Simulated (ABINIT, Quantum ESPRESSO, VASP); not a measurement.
**N2 (P4_2/mnm, 4 atoms in the cell) computed with different codes at matched settings**

Self-consistent single point.

```xyz
4
Lattice="4.1474 0.0000 0.0000 0.0000 4.1474 0.0000 0.0000 0.0000 5.4288" Properties=species:S:1:pos:R:3 pbc="T T T"
N      3.7504     3.7504     0.0000
N      0.3970     0.3970     0.0000
N      2.4707     1.6767     2.7144
N      1.6767     2.4707     2.7144
```

All programs got the same cell, k-point mesh and kind of occupations (some realise fixed ones as a very narrow smearing) (in Quantum ESPRESSO's words: occupations = fixed; K_POINTS = automatic 6 6 4 0 0 0); potentials, basis and cutoffs are each program's usual ones.

| code | model | pressure (GPa) | largest force (eV/Å) | gap on the mesh (eV) | cutoff |
|---|---|---|---|---|---|
| Quantum ESPRESSO | PBEsol, PseudoDojo standard norm-conserving (PBESOL) pseudopotentials | -3.24 | 2.707 | 6.748 | 85 Ry |
| ABINIT | PBEsol, norm-conserving pseudopotentials (PseudoDojo nc-sr-04 PBEsol standard) | -3.25 | 2.707 | 6.748 | 42 Ha |
| VASP | PBEsol, VASP's PBE PAW potentials (set 64) | -4.96 | 1.133 | 6.732 | 400 eV |

Gaps are read on the mesh.

The spread over the programs that give each value: pressure within 1.72 GPa; largest force within 1.574 eV/Å; gap on the mesh within 0.016 eV.

The starting cell comes from a database of computed structures (which also holds hypothetical and non-ambient phases and stackings), without a prior relaxation at this level. Its lattice was rescaled by a random factor within 2.5 % of one. On Quantum ESPRESSO's run: In the base run, with a pressure of about -3 GPa the cell is away from its equilibrium volume at this level. In the base run, forces exceed 1 eV/Å.

Problem. Why do the programs differ, and what cannot be compared?

Solution. Differences of this kind can come from the potentials, where these differ, and from what each basis and cutoff leave unconverged. The zero of total energies and Fermi levels follows the potentials and each program's conventions, so they are not compared here. In the pressure, VASP (by 1.72) lies more than 1 GPa from the median of the plane-wave programs. In the force vectors, VASP (by 1.574) lies more than 0.08 eV/Å from the median of the plane-wave programs.

VASP's run is marked for a possible Pulay error in its stress at this cutoff; no cutoff test was made.

VASP ran the fixed occupations as a Gaussian smearing of 0.01 eV.

Left out of this page: Ansatz, GPAW, CP2K, FLEUR and SIESTA (not drawn, or without a comparable value).
